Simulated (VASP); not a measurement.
Input of a VASP 6.6.1 run:

INCAR

```
  ALGO = Normal
  EDIFF = 1E-6
  EDIFFG = -0.01
  ENCUT = 600
  IBRION = 2
  ISIF = 3
  ISMEAR = 0
  LASPH = True
  LCHARG = False
  LMIXTAU = True
  LREAL = False
  LWAVE = False
  METAGGA = R2SCAN
  NELM = 80
  NSW = 90
  PREC = Accurate
  SIGMA = 0.03
```

KPOINTS

```
k-points
0
Gamma
  12 12 12
```

The input POSCAR:

```
MgO
1.0
    0.0000000000      2.1085000000      2.1085000000
    2.1085000000      0.0000000000      2.1085000000
    2.1085000000      2.1085000000      0.0000000000
Mg O
1 1
Direct
    0.0000000000      0.0000000000      0.0000000000
    0.5000000000      0.5000000000      0.5000000000
```

Potentials or basis: VASP PAW PBE potentials, release 64 (Mg, O).

Command:

```bash
$ cat potpaw_PBE.64/Mg/POTCAR potpaw_PBE.64/O/POTCAR > POTCAR
$ mpirun -np 1 vasp_std > vasp.out
```

Q: Predict the band gap on the k mesh.

A: 5.75 eV, direct.

Q: What does it give for the relaxed volume?

A: 9.21 Å³/atom.

Q: What does it give for the relaxed cell?

A: a = 2.965 Å, b = 2.965 Å, c = 2.965 Å, α = 60.00°, β = 60.00°, γ = 60.00°.

Final structure:
```
CELL_PARAMETERS angstrom
0.00000 2.09642 2.09642
2.09642 0.00000 2.09642
2.09642 2.09642 0.00000
ATOMIC_POSITIONS crystal
Mg 0.00000 0.00000 0.00000
O 0.50000 0.50000 0.50000
```

Caveat: the PAW data sets were made with another functional, which shifts forces and pressure a little. r2SCAN opens gaps a little over a GGA but as a rule still falls short of measured ones.
